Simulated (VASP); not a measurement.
These are MS2 meta-GGA, VASP's PBE PAW potentials (set 64) (plane waves; VASP 6.6.1) values and carry that method's errors.

Input for VASP

**POSCAR**
```
K
5.36630
 -0.4999999911   0.4999999911   0.4999999911
  0.4999999911  -0.4999999911   0.4999999911
  0.4999999911   0.4999999911  -0.4999999911
K
1
Direct
  0.0000000000   0.0000000000   0.0000000000
```

**KPOINTS**
```
Automatic mesh
0
G
10 10 10
```

INCAR:
```
# general
SYSTEM =K
PREC   =Accurate
ENCUT  =520
LREAL  =.FALSE.
LASPH  =.TRUE.

# electronic loop
EDIFF  =1E-7
NELM   =100
ALGO   =Normal
LMIXTAU=.TRUE.

# smearing
ISMEAR =1
SIGMA  =0.1

# functional
METAGGA=MS2

# ions
ISIF   =2

# output
LWAVE  =.FALSE.
LCHARG =.FALSE.
```

POTCAR, in this order: K_sv (PBE.64 set). Program: vasp_std.

The run wrote:

File OSZICAR:
```
       N       E                     dE             d eps       ncg     rms          rms(c)
DAV:   1     0.383166914460E+02    0.38317E+02   -0.34028E+03   752   0.806E+02
DAV:   2    -0.841547898417E+01   -0.46732E+02   -0.46604E+02   760   0.221E+02
DAV:   3    -0.110246357076E+02   -0.26092E+01   -0.25980E+01  1400   0.414E+01
DAV:   4    -0.110790664876E+02   -0.54431E-01   -0.53879E-01  1024   0.471E+00
DAV:   5    -0.110805760282E+02   -0.15095E-02   -0.15040E-02  1216   0.443E-01    0.114E+01
DAV:   6    -0.181137655100E+01    0.92692E+01   -0.45323E+00  1024   0.231E+01    0.790E+00
DAV:   7    -0.751868193100E+01   -0.57073E+01   -0.48515E+01   784   0.491E+01    0.765E+00
DAV:   8    -0.677999360299E+01    0.73869E+00   -0.13500E+00  1088   0.113E+01    0.498E+00
DAV:   9    -0.646702550731E+01    0.31297E+00   -0.30447E-01   960   0.791E+00    0.352E+00
DAV:  10    -0.692672995725E+01   -0.45970E+00   -0.59557E-01   760   0.951E+00    0.438E+00
DAV:  11    -0.693777719570E+01   -0.11047E-01   -0.17341E-02  1000   0.191E+00    0.499E+00
DAV:  12    -0.708092721926E+01   -0.14315E+00   -0.14238E-01   752   0.467E+00    0.594E+00
DAV:  13    -0.698135144715E+01    0.99576E-01   -0.14614E-01   752   0.587E+00    0.451E+00
DAV:  14    -0.704469001406E+01   -0.63339E-01   -0.20668E-01   752   0.655E+00    0.241E+00
DAV:  15    -0.688238012704E+01    0.16231E+00   -0.14697E-01   752   0.602E+00    0.957E-01
DAV:  16    -0.683764006486E+01    0.44740E-01   -0.67999E-03   928   0.104E+00    0.890E-01
DAV:  17    -0.685700239029E+01   -0.19362E-01   -0.22970E-03   896   0.780E-01    0.903E-01
DAV:  18    -0.684823622011E+01    0.87662E-02   -0.30239E-04  1008   0.265E-01    0.905E-01
DAV:  19    -0.687319230355E+01   -0.24956E-01   -0.10612E-01   768   0.596E+00    0.624E-01
DAV:  20    -0.633230007625E+01    0.54089E+00   -0.71872E-01   752   0.113E+01    0.626E-01
DAV:  21    -0.629294680002E+01    0.39353E-01   -0.67432E-02   752   0.461E+00    0.537E-01
DAV:  22    -0.635153061685E+01   -0.58584E-01   -0.48733E-02   792   0.361E+00    0.393E-01
DAV:  23    -0.635230167281E+01   -0.77106E-03   -0.71977E-03  1048   0.121E+00    0.360E-01
DAV:  24    -0.635915742258E+01   -0.68557E-02   -0.31794E-03   768   0.101E+00    0.307E-01
DAV:  25    -0.635392250101E+01    0.52349E-02   -0.22289E-02   752   0.215E+00    0.153E-01
DAV:  26    -0.633663508329E+01    0.17287E-01   -0.12498E-01   752   0.395E+00    0.110E-01
DAV:  27    -0.634864756213E+01   -0.12012E-01   -0.53838E-03   912   0.106E+00    0.143E-01
DAV:  28    -0.635017622529E+01   -0.15287E-02   -0.35101E-04  1344   0.170E-01    0.151E-01
DAV:  29    -0.633221165583E+01    0.17965E-01   -0.14122E-02   752   0.150E+00    0.129E-01
DAV:  30    -0.632664077539E+01    0.55709E-02   -0.47266E-04  1184   0.290E-01    0.131E-01
DAV:  31    -0.632236553354E+01    0.42752E-02   -0.12656E-02   752   0.174E+00    0.104E-01
DAV:  32    -0.632753703368E+01   -0.51715E-02   -0.22483E-03   768   0.768E-01    0.817E-02
DAV:  33    -0.634033681173E+01   -0.12800E-01   -0.97087E-03   752   0.135E+00    0.744E-02
DAV:  34    -0.635007765432E+01   -0.97408E-02   -0.10229E-02   768   0.110E+00    0.868E-02
DAV:  35    -0.635678755780E+01   -0.67099E-02   -0.11104E-02   752   0.137E+00    0.985E-02
DAV:  36    -0.635838626356E+01   -0.15987E-02   -0.45328E-03   752   0.791E-01    0.920E-02
DAV:  37    -0.636641351329E+01   -0.80272E-02   -0.19222E-02   752   0.129E+00    0.853E-02
DAV:  38    -0.636755803382E+01   -0.11445E-02   -0.18912E-03   952   0.426E-01    0.735E-02
DAV:  39    -0.636748298332E+01    0.75050E-04   -0.65593E-05  1080   0.615E-02    0.727E-02
DAV:  40    -0.636769170330E+01   -0.20872E-03   -0.11279E-04   768   0.111E-01    0.720E-02
DAV:  41    -0.636769330097E+01   -0.15977E-05   -0.10885E-06  1280   0.139E-02    0.714E-02
DAV:  42    -0.636803370318E+01   -0.34040E-03   -0.90399E-04   760   0.263E-01    0.408E-02
DAV:  43    -0.636804061616E+01   -0.69130E-05   -0.47879E-05   840   0.763E-02    0.208E-02
DAV:  44    -0.636804541187E+01   -0.47957E-05   -0.30598E-05   784   0.786E-02    0.143E-02
DAV:  45    -0.636804248072E+01    0.29312E-05   -0.12329E-05   776   0.554E-02    0.108E-02
DAV:  46    -0.636806205509E+01   -0.19574E-04   -0.16695E-05   768   0.536E-02    0.870E-03
DAV:  47    -0.636803833879E+01    0.23716E-04   -0.11735E-05   768   0.478E-02    0.118E-02
DAV:  48    -0.636804863549E+01   -0.10297E-04   -0.88527E-06   768   0.312E-02    0.111E-02
DAV:  49    -0.636804376262E+01    0.48729E-05   -0.89917E-06   784   0.378E-02    0.633E-03
DAV:  50    -0.636804423403E+01   -0.47140E-06   -0.22888E-06   776   0.167E-02    0.684E-03
DAV:  51    -0.636804548303E+01   -0.12490E-05   -0.95380E-07   880   0.143E-02    0.504E-03
DAV:  52    -0.636804437860E+01    0.11044E-05   -0.66489E-07   784   0.102E-02    0.519E-03
DAV:  53    -0.636804569062E+01   -0.13120E-05   -0.75336E-07   768   0.107E-02    0.419E-03
DAV:  54    -0.636804503031E+01    0.66031E-06   -0.16109E-07   848   0.580E-03    0.411E-03
DAV:  55    -0.636804494621E+01    0.84097E-07   -0.16565E-07   776   0.575E-03
   1 F= -.63680449E+01 E0= -.63676844E+01  d E =-.108166E-02
```

**OUTCAR**
```
------------------------ aborting loop because EDIFF is reached ----------------------------------------
  FORCE on cell =-STRESS in cart. coord.  units (eV):
  Direction    XX          YY          ZZ          XY          YZ          ZX
  --------------------------------------------------------------------------------------
  Total       -0.0566152     -0.0566152     -0.0566152      0.0000000     -0.0000000      0.0000000
  in kB       -1.1739468     -1.1739468     -1.1739468      0.0000000     -0.0000000      0.0000000
  external PRESSURE =      -1.1739468 kB  Pullay stress =       0.0000000 kB
  volume of cell :       77.27
      direct lattice vectors                 reciprocal lattice vectors
    -2.683149952  2.683149952  2.683149952     0.000000000  0.186348139  0.186348139
     2.683149952 -2.683149952  2.683149952     0.186348139  0.000000000  0.186348139
     2.683149952  2.683149952 -2.683149952     0.186348139  0.186348139  0.000000000
 POSITION                                       TOTAL-FORCE (eV/Angst)
 -----------------------------------------------------------------------------------
      0.00000      0.00000      0.00000        -0.000000      0.000000     -0.000000
 -----------------------------------------------------------------------------------
    total drift:                               -0.000000     -0.000000      0.000000
  FREE ENERGIE OF THE ION-ELECTRON SYSTEM (eV)
  ---------------------------------------------------
  free  energy   TOTEN  =        -6.3680449462 eV

  energy  without entropy=       -6.3669632844  energy(sigma->0) =       -6.36768439
```
(Selected blocks of OUTCAR.)

The compound is K in the bcc structure. This cell is one point of a volume scan, at 1.03 of the reference volume.
